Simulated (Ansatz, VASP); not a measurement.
# Ga2PtS5 (1T-PtS2 under alpha-Ga2S3 ferroelectric layer, AA') in two plane-wave programs

Aim: how closely do two programs agree when they are given the same cell, functional and k mesh? Of the first pair: The structure shown is the start of the Ansatz relaxation below; VASP solves that cell, so the two are compared at the walk's first step.

Main program and level: Ansatz 0.2.0; plane waves, with VASP 6.6.1 beside it; PBE with D3(BJ).

## 1. The starting structure

The cell holds 8 atoms: 5 S, 1 Pt and 2 Ga. Cell: a = 3.610 Å, b = 3.610 Å, c = 53.418 Å, α = 90.0°, β = 90.0°, γ = 120.0°. Vacuum lies along c.

## 2. Ansatz: relaxation, PBE with D3(BJ)

Ansatz runs on its default PAW (the set named soft_2) files.

The two programs are compared at the cell with which this relaxation starts, whose forces are those of its first step.

Contents of input.yaml:

```yaml
crystal:
  lattice:
    - [3.61, 0.0, 0.0]
    - [-1.805, 3.1263517077, 0.0]
    - [0.0, 0.0, 53.4183718816]
  atoms:
    - { symbol: S, position: [0.6666666667, 0.3333333333, 0.3949951909] }
    - { symbol: Pt, position: [0.0, 0.0, 0.4138471919] }
    - { symbol: S, position: [0.3333333333, 0.6666666667, 0.4326991928] }
    - { symbol: S, position: [0.3333333333, 0.6666666667, 0.4888596465] }
    - { symbol: Ga, position: [0.0, 0.0, 0.5099667035] }
    - { symbol: S, position: [0.0, 0.0, 0.5524614468] }
    - { symbol: Ga, position: [0.6666666667, 0.3333333333, 0.58160462] }
    - { symbol: S, position: [0.3333333333, 0.6666666667, 0.6050048091] }
  periodic: [true, true, false]
kpoints:
  mp_grid: { grid: [12, 12, 1] }
hamiltonian:
  xc: pbe
  dispersion: d3bj
scf:
  occupations: { method: fermi_dirac, width: 0.05 }
  convergence: { dr2_threshold: 1.0e-09 }
relax:
  f_tol: 0.004
  max_steps: 90
  cell: {}
output:
  write_potential: true
  write_density: true
  volumetric_format: npy
```

On the command line:

```console
> ansatz run input.yaml --threads 2 --pin off --max-ram 3072MiB --backend cpu --events-out ev --progress --plain --runs-dir out
```

Numbers of over 12 decimals in the logs are rounded to 6 here.

The program printed:

```text
Warning: relax.cell: scf.convergence.dr2_threshold = 1e-9 eV is looser than the 1.77691180812e-10 eV advised for a relaxation that steers and ends on the stress (1e-10 eV for each atom of the cell: 8, times the square of relax.cell.stress_2d_tol = 0.05 N/m over 21.2 Å (the atoms' height at the walk's start and 5 Å past either face), 2.356e-2 GPa, over a crystal's default 0.05). What an SCF threshold leaves in a stress goes as its square root, and in the free energy as the threshold itself, and one threshold admits the most on a small cell: [figures from the program's tests cut] Set scf.convergence.dr2_threshold to 1.77691180812e-10 eV or tighter. [rest of the remark cut]
Engine: ansatz 0.2.0, x86_64-unknown-linux-gnu
Pseudopotentials: kind: paw
Pseudopotential: S, paw, valence charge 6, recommended cutoff 420 eV (normal), S.paw.azcp
Pseudopotential: Pt, paw, valence charge 18, recommended cutoff 420 eV (normal), Pt.paw.azcp
Pseudopotential: Ga, paw, valence charge 13, recommended cutoff 420 eV (normal), Ga.paw.azcp
Functional definition: PBE
  parameter kappa = 0.804
  parameter beta = 0.066725
  exchange = pbe_x(kappa = kappa, mu = beta*pi^2/3)
  correlation = pbe_c(beta = beta)
Crystal: 8 atoms, lattice volume = 602.887 Å³
Basis set: ecut = 420 eV, 11615 PW (Γ), exchange–correlation on 50×50×720 points (8 copies of the dense FFT grid, shifted against one another)
Bands: 45, of which v1, the nominal top of the filled ones, is band 37 counted from 1 (36 counted from 0)
Symmetry: 6 space group operations
Space group: P3m1 (ITA 156), of the structure as read, at distance tolerance 8.4e-5 Å
k-points: 19 of 144 (time reversal used)
Non-local potential: S, projectors of the file, l = 0: 2, l = 1: 2, l = 2: 2
Non-local potential: Pt, projectors of the file, l = 0: 3, l = 1: 2, l = 2: 2, l = 3: 1
Non-local potential: Ga, projectors of the file, l = 0: 2, l = 1: 2, l = 2: 3, l = 3: 1
PAW form: soft (Blöchl's): semilocal exchange-correlation on the pseudo side does not see the compensation charge
PAW one-centre angular grid: S, 110 points (default); XC on 64 Gauss nodes
PAW one-centre angular grid: Pt, 590 points (default); XC on 64 Gauss nodes
PAW one-centre angular grid: Ga, 590 points (default); XC on 64 Gauss nodes
Initial density: superposition of atomic densities (neutral atoms: chi_scale 0, normalization atom), corrected by the library's trained network
Initial wavefunctions: pseudopotential atomic-orbital guess
Functional: x = pbe(κ = 0.804, μ = 0.219515), c = pbe(β = 0.066725)
SCF iter   1: F=—  HF=-24604.940607 eV  |F-HF|=—  |Δ(HF+E_count)|=         —  Δρ=1.75e-3  dr2=1.87e-1  ethr=1.77e-3  ⟨swp⟩=19.0  Hψ=6747  notcnv=0  defer=1
preconditioner: auto → Resta (q_TF=auto, 1.923 Å⁻¹)  ε∞=2.0  [insulator: Δε(μ)=1.225 eV  Ē_g=12.049 eV  σ=0.050 eV  W_gap=1.00  n_scr=32 (ndim 8)  ℏωp=12.3 eV  f_vac=0.723  D(μ)=0.00/eV (n_scr^D=0)  ε∞_Penn≈2.0  vacuum switching on, ρ_ref=1.1e-2 e/Å³]
SCF iter   2: F=—  HF=-24604.982499 eV  |F-HF|=—  |Δ(HF+E_count)|=   4.19e-2  Δρ=3.38e-3  dr2=3.01e0  ethr=2.52e-4  ⟨swp⟩=5.3  Hψ=1987  notcnv=0  defer=47  recentre
preconditioner: auto → LDOS  [metal: Δε(μ)=0.049 eV  Ē_g=11.869 eV  σ=0.050 eV  W_gap=0.23  n_scr=32 (ndim 8)  ℏωp=12.3 eV  f_vac=0.723  D(μ)=2.35/eV (n_scr^D=14)  β→1.0]
SCF iter   3: F=—  HF=-24604.930766 eV  |F-HF|=—  |Δ(HF+E_count)|=   5.17e-2  Δρ=1.17e-3  dr2=1.05e-1  ethr=2.52e-4  ⟨swp⟩=4.1  Hψ=1464  notcnv=0  defer=27
SCF iter   4: F=—  HF=-24604.921863 eV  |F-HF|=—  |Δ(HF+E_count)|=   8.90e-3  Δρ=6.53e-4  dr2=3.57e-2  ethr=1.42e-4  ⟨swp⟩=2.1  Hψ=1129  notcnv=0  defer=40
SCF iter   5: F=—  HF=-24604.919202 eV  |F-HF|=—  |Δ(HF+E_count)|=   2.66e-3  Δρ=2.72e-4  dr2=6.35e-3  ethr=4.82e-5  ⟨swp⟩=2.7  Hψ=1219  notcnv=0  defer=40
SCF iter   6: F=—  HF=-24604.918921 eV  |F-HF|=—  |Δ(HF+E_count)|=   2.80e-4  Δρ=1.87e-4  dr2=2.98e-3  ethr=8.59e-6  ⟨swp⟩=2.4  Hψ=1170  notcnv=0  defer=40
SCF iter   7: F=—  HF=-24604.918810 eV  |F-HF|=—  |Δ(HF+E_count)|=   1.11e-4  Δρ=1.64e-4  dr2=1.22e-3  ethr=4.03e-6  ⟨swp⟩=3.0  Hψ=1366  notcnv=0  defer=40
SCF iter   8: F=—  HF=-24604.918646 eV  |F-HF|=—  |Δ(HF+E_count)|=   1.64e-4  Δρ=9.48e-5  dr2=1.18e-4  ethr=1.65e-6  ⟨swp⟩=2.3  Hψ=1338  notcnv=0  defer=43
SCF iter   9: F=—  HF=-24604.918645 eV  |F-HF|=—  |Δ(HF+E_count)|=   7.89e-7  Δρ=6.27e-5  dr2=9.19e-5  ethr=1.60e-7  ⟨swp⟩=3.1  Hψ=1886  notcnv=0  defer=42
[...]
SCF iter   1: F=—  HF=-24605.651587 eV  |F-HF|=—  |Δ(HF+E_count)|=         —  Δρ=1.39e-5  dr2=2.62e-7  ethr=2.49e-7  ⟨swp⟩=5.6  Hψ=10335  notcnv=0
preconditioner: auto → Resta (q_TF=auto, 1.929 Å⁻¹)  ε∞=2.1  [insulator: Δε(μ)=0.789 eV  Ē_g=11.914 eV  σ=0.050 eV  W_gap=1.00  n_scr=32 (ndim 8)  ℏωp=12.4 eV  f_vac=0.711  D(μ)=0.00/eV (n_scr^D=0)  ε∞_Penn≈2.1  vacuum switching on, ρ_ref=1.0e-2 e/Å³]
SCF iter   2: F=—  HF=-24605.651588 eV  |F-HF|=—  |Δ(HF+E_count)|=   1.00e-6  Δρ=9.23e-6  dr2=1.68e-7  ethr=3.54e-10  ⟨swp⟩=4.3  Hψ=2791  notcnv=0
SCF iter   3: F=—  HF=-24605.651588 eV  |F-HF|=—  |Δ(HF+E_count)|=   6.40e-8  Δρ=2.02e-6  dr2=7.04e-8  ethr=2.26e-10  ⟨swp⟩=2.3  Hψ=1569  notcnv=0
SCF iter   4: F=—  HF=-24605.651588 eV  |F-HF|=—  |Δ(HF+E_count)|=   2.67e-9  Δρ=1.84e-6  dr2=1.59e-7  ethr=9.51e-11  ⟨swp⟩=3.1  Hψ=1873  notcnv=0
SCF iter   5: F=—  HF=-24605.651588 eV  |F-HF|=—  |Δ(HF+E_count)|=   1.28e-8  Δρ=4.88e-7  dr2=4.36e-9  ethr=9.51e-11  ⟨swp⟩=2.4  Hψ=1125  notcnv=0
SCF iter   6: F=-24605.651588 eV  HF=-24605.651588 eV  |F-HF|=1.27e-9  |Δ(HF+E_count)|=  3.42e-10  Δρ=2.28e-7  dr2=3.46e-10  ethr=1.35e-12  ⟨swp⟩=14.3  Hψ=8021  notcnv=0
SCF 11 converged in 6 iterations: F = -24605.651588 eV  dr2 = 3.46e-10
relax step  11: F+E_penalty+E_count = -24605.65158823 eV  Δ(F+E_penalty+E_count) = +5.924e-4 eV  max|allowed force component| = 1.566e-3 eV/Å  Δτ_max = 0.0000 Å  P = +0.004 N/m  Ω = 591.668 Å³  fix = [c, alpha, beta]  reactions: c +0.000 N/m  stress off target by 3.84e-3 N/m on what of the cell is left free  SCF on the basis re-selected at this cell (its energy is not comparable with the rows above)  (6 SCF iters)
basis re-selected at this cell: Δ(F+E_penalty+E_count) = +5.924e-4 eV, ΔP = -0.002 N/m vs the last step (what re-selecting the basis moved, of the pressure what is left beyond the Pulay correction that the steps carried, after the strain that the cell walked since its last selection, with what the two solves' SCF thresholds leave and, on support functions, any second-order correction that the steps lacked; it is no measure of the basis error at this ecutwfc). The dense FFT grid was sized anew with the basis: this SCF ran on 24×24×360 points, the steps before it on 25×25×360, so part of this shift can come from that change (see relax.cell in the input reference). [rest of the remark cut]
WARN: The output density's exchange-correlation potential varies sharply where the density is thin. Do not read a vacuum level from v_tot or v_xc, or from such a field of the output density. On a cell that repeats whose density bears no net charge and no dipole along the vacuum's axis use v_es (v_loc + v_h of the components); under efield.dipole_correction with no amplitude use v_es + v_field, which holds any externa [...]
SCF converged after 6 iterations
Free energy (F): -24605.651588 eV
Harris-Foulkes:  -24605.651588 eV  (|F-HF|=1.27e-9)
Internal energy: -24605.651543 eV  (E = F + TS)
E sigma→0 (E₀):  -24605.651566 eV
Entropy (-TS):   -0.000045 eV (-0.006 meV/atom)
Fermi energy:    -5.656914 eV
--- Per-component energies (eV) ---
  E_band       = -1515.884340
  E_kinetic    = 1401.223588
  E_local      = -388475.642635  (includes V_loc(G=0)·N_el)
  E_nonlocal   = 1196.300668
  E_hartree    = 193181.354367
  E_xc         = -883.518003
  E_vxc        = -853.650872  (∫ρ·V_xc dr)
  E_paw        = -16439.441859  (= ΣΔE_a)
  E_vpaw       = -1146.824982  (= ΣTr[D̂ρ^β])
  E_aug_tail   = -0.000025  (compensation charges beyond the density's cutoff)
  E_ewald      = 185416.305476
  E_disp       = -2.233121  (pairwise vdW)
  E_smearing   = -0.000045  (= −TS)
  E_closure    = 0.000000  (closes the sum)
  Σ components = -24605.651588   (vs F -24605.651588, Δ=0.00e0)
--- Forces (eV/Å), atoms counted from 1 ---
  atom   1  S      0.00000000    -0.00000000    -0.00020919
  atom   2  Pt    -0.00000000     0.00000000     0.00003622
  atom   3  S     -0.00000000     0.00000000     0.00018509
  atom   4  S      0.00000000    -0.00000000    -0.00057010
  atom   5  Ga     0.00000000     0.00000000     0.00156585
  atom   6  S      0.00000000    -0.00000000    -0.00077679
  atom   7  Ga    -0.00000000    -0.00000000    -0.00049377
  atom   8  S      0.00000000     0.00000000     0.00026300
  max |Σ_I F_I| component: 3.18e-7 eV/Å
--- 2D stress c σ (N/m, compression-positive) ---
        0.003836      -0.000000       0.000000
       -0.000000       0.003836       0.000000
        0.000000       0.000000       0.000000
  P = ½ c Tr σ = 0.0038 N/m
--- Band table (eV; the first three rows and the last of 19) ---
  k-point 0: bands = [... 33 lower, -6.3606, -6.3606, -6.2378, -6.2378, -4.1925, -3.8422, -3.8422, -2.8512, ... 4 higher]
  k-point 1: bands = [... 33 lower, -6.9339, -6.6578, -6.4313, -6.0935, -4.2648, -3.9592, -3.8122, -2.5420, ... 4 higher]
  k-point 2: bands = [... 33 lower, -7.0870, -6.9801, -6.8978, -6.0601, -5.0033, -4.1772, -3.3471, -2.4743, ... 4 higher]
  k-point 18: bands = [... 33 lower, -8.0551, -7.7779, -7.7230, -6.5440, -4.9133, -4.8881, -3.6142, -2.8587, ... 4 higher]
  the weakly bound empty levels are not read free of the cell's end (no_gap_told)
--- Relaxed structure (10 steps of the walk, 9 accepted, 1 SCFs on fresh bases) ---
  F+E_penalty+E_count = -24605.65158823 eV   max|allowed force component| = 1.566e-3 eV/Å   (the final SCF, on the basis selected at the relaxed cell)
  cell:  # Å, volume = 591.6678 Å³
    - [3.576254, 0.0, 0]
    - [-1.788127, 3.097127, 0]
    - [0, 0, 53.4183718816]
  atoms:
    - { symbol: S, position: [0.666667, 0.333333, 0.382882] }
    - { symbol: Pt, position: [-1.8503717076816505e-17, -2.2551405187698147e-17, 0.405761] }
    - { symbol: S, position: [0.333333, 0.666667, 0.428581] }
    - { symbol: S, position: [0.333333, 0.666667, 0.495788] }
    - { symbol: Ga, position: [-1.8503717076816678e-17, -2.2551405187698492e-17, 0.515879] }
    - { symbol: S, position: [-1.8503717076816675e-17, -2.2551405187698483e-17, 0.557082] }
    - { symbol: Ga, position: [0.666667, 0.333333, 0.585903] }
    - { symbol: S, position: [0.333333, 0.666667, 0.607563] }
```

In the SCF lines HF is the Harris–Foulkes energy and dr2 the Hartree energy of the density residual, in eV; the loop may stop once dr2 is under the threshold and the program's other checks hold. Hψ counts applications of the Hamiltonian.

(Part 1 of 2 ends here.)

[Lines on the potential files, build, host, timing and source positions are cut from VASP's logs without a mark.]

[Logs are printed without paths, hosts, clocks, repeated set-up lines and the standing remarks that a program may print on its own settings, such as how far it seeks lower states.]

[Hosts, paths, dates, database ids (printed as entryN), source tags and the programs' standing remarks are cut or masked in the printed files.]
